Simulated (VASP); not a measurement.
Calculation: LDA (Ceperley-Alder, Perdew-Zunger), VASP's LDA PAW potentials (set 64) (plane waves; VASP 6.6.1).

VASP ran on this input.

File KPOINTS:
```
kpoints
0
G
4 4 1
0.5 0.5 0.5
```

POSCAR:
```
CdSe
1.0
  4.3907780000   0.0000000000   0.0000000000
 -2.1953890000   3.8025250000   0.0000000000
  0.0000000000   0.0000000000  21.5453620000
Cd Se
6 6
Cart
  0.0000000000   0.0000000000   0.0000000000
  0.0000000000   0.0000000000  10.7726810000
  2.1953911954   1.2675070658  17.9526728865
 -0.0000021954   2.5350179342   7.1799918865
  2.1953911954   1.2675070658   3.5873027730
 -0.0000021954   2.5350179342  14.3599837730
  0.0000000000   0.0000000000  18.8435736052
  0.0000000000   0.0000000000   8.0708926052
  2.1953911954   1.2675070658  15.2508844917
 -0.0000021954   2.5350179342   4.4782034917
  2.1953911954   1.2675070658   0.8941325230
 -0.0000021954   2.5350179342  11.6668135230
```

### INCAR
```
LMAXMIX=4   ! l cut-off of mixed one-centre charges
SIGMA=0.05   ! width (eV)
NELM=100   ! most electronic steps
LCHARG=.FALSE.
LREAL=.FALSE.   ! projection in real space or not
EDIFF=1E-6
ISIF=2
LASPH=.TRUE.   ! aspherical one-centre terms
ISMEAR=-1
LWAVE=.FALSE.
PREC=Accurate
ENCUT=300   ! plane-wave cut-off (eV)
ALGO=Normal   ! blocked Davidson
SYSTEM=CdSe
```

POTCAR, in this order: Cd Se (LDA.64 set). Program: vasp_std.

At this cut-off the stress carries a Pulay error, which pulls relaxed volumes low.

**Question.** Predict the energy per atom (σ→0), pressure.

**Answer.** 
```yaml
energy per atom (σ→0): -322.8 kJ/mol of atoms
pressure: -4.34 GPa
```

**OSZICAR**
```
...
DAV:   7    -0.401950595828E+02    0.11950E+00   -0.18513E+00   816   0.430E+00    0.272E+00
DAV:   8    -0.401483097393E+02    0.46750E-01   -0.31182E-01   840   0.298E+00    0.651E-01
DAV:   9    -0.401479615430E+02    0.34820E-03   -0.31176E-02   848   0.113E+00    0.222E-01
DAV:  10    -0.401476278437E+02    0.33370E-03   -0.22840E-03   896   0.344E-01    0.773E-02
DAV:  11    -0.401476594490E+02   -0.31605E-04   -0.19061E-04   848   0.570E-02    0.266E-02
DAV:  12    -0.401476636103E+02   -0.41612E-05   -0.16533E-05   848   0.206E-02    0.151E-02
DAV:  13    -0.401476631587E+02    0.45152E-06   -0.73711E-06   856   0.183E-02
   1 F= -.40147663E+02 E0= -.40147663E+02  d E =-.258884E-07
```

The structure was generated: CdSe was put into an ordered model structure, which need not be its known phase. The cell was not relaxed at this level. The run is one of a series of settings (GGA removed, POTCAR Cd Se (LDA.64 set) against the base run), some of them coarse on purpose.
